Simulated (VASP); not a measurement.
Wanted: the native input for a VASP 6.6.1 run.

```
Task                   : relaxation of the atoms
Functional             : RPBE
Potentials or basis    : VASP PAW PBE potentials, release 64 (Zn, B)
Cutoff                 : 520 eV
k mesh                 : 9 × 9 × 9
Occupations            : methfessel-paxton, width 0.1 eV
Spin                   : no spin polarisation
Further INCAR settings : ALGO = Normal; EDIFF = 1e-06; IBRION = 2; EDIFFG = -0.01; NSW = 40
```

The structure of Zn2B lies in POSCAR:

```
Zn2B
1.0
    0.0000000000      2.6457300000      2.6457300000
    2.6457300000      0.0000000000      2.6457300000
    2.6457300000      2.6457300000      0.0000000000
Zn B
2 1
Direct
    0.2500000000      0.2500000000      0.2500000000
    0.7500000000      0.7500000000      0.7500000000
    0.5000000000      0.5000000000      0.5000000000
```

The cell was built by a generator and needn't be a form met in nature.

One way to write it, as run:

INCAR

```
PREC     = Accurate       # precision mode
ENCUT    = 520            # plane-wave cutoff, eV
EDIFF    = 1E-6           # SCF threshold, eV
ISMEAR   = 1              # smearing method
SIGMA    = 0.1            # smearing width, eV
LREAL    = F              # projectors in reciprocal space
LASPH    = T              # aspherical terms in the spheres
NELM     = 80             # most SCF steps
ALGO     = Normal         # electronic algorithm
ISIF     = 2              # what is computed and relaxed
LWAVE    = F              # write WAVECAR
LCHARG   = F              # write CHGCAR
GGA      = RP             # functional
IBRION   = 2              # ionic algorithm
NSW      = 40             # ionic steps
EDIFFG   = -0.01          # ionic threshold
```

KPOINTS

```
Automatic mesh
0
Gamma
  9 9 9
```

Potentials or basis: VASP PAW PBE potentials, release 64 (Zn, B).

Launch:

```console
$ cat potpaw_PBE.64/Zn/POTCAR potpaw_PBE.64/B/POTCAR > POTCAR
$ mpirun -np 1 vasp_std > vasp.out
```

It gave:

```
Pressure after relaxing : 4.5 GPa
Band gap on the k mesh  : none (metal or under the smearing width)
```

Caveat: the relaxation stopped at its first step, so nothing moved; the PAW data sets were made with another functional, which shifts forces and pressure a little.

It took 19 s on 1 thread of Intel(R) Xeon(R) Platinum 8488C (Sapphire Rapids), with other jobs on the host, peak memory 0.16 GiB.
